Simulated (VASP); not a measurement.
Crystal: Ir.

```
Ir
1.0
     0.00000    1.91560    1.91560
     1.91560    0.00000    1.91560
     1.91560    1.91560    0.00000
Ir
1
Direct
  0.00000 0.00000 0.00000
```

```yaml
Program: VASP 6.6.1
Task: relaxation of cell and atoms
Functional: r2SCAN
Potentials_or_basis: VASP PAW PBE potentials, release 64 (Ir)
Cutoff: 600 eV
k_mesh: 16 × 16 × 16
Occupations: methfessel-paxton, width 0.1 eV
Spin: no spin polarisation
```

At the start: pressure 6.9 GPa; volume 14.06 Å³/atom.

**Question.** How do energy, volume and symmetry change on relaxing?

**Answer.** Over 4 steps the energy falls by 5.2 meV/atom and the volume is 14.31 Å³/atom (+1.8 %); space group Fm-3m (No. 225, to 0.05 Å).

Step by step:
```csv
step,energy change (eV),largest force (eV/Å),pressure (GPa),volume (Å³)
1,0.0000,0.0000,6.87,14.06
2,0.0686,0.0000,-21.64,15.32
3,-0.0052,0.0000,-0.18,14.31
4,-0.0052,0.0000,0.00,14.31
```

Final structure:
```
Ir
1.0
     0.00000    1.92678    1.92678
     1.92678    0.00000    1.92678
     1.92678    1.92678    0.00000
Ir
1
Direct
  0.00000 0.00000 0.00000
```

Caveat: the PAW data sets were made with another functional, which shifts forces and pressure a little.
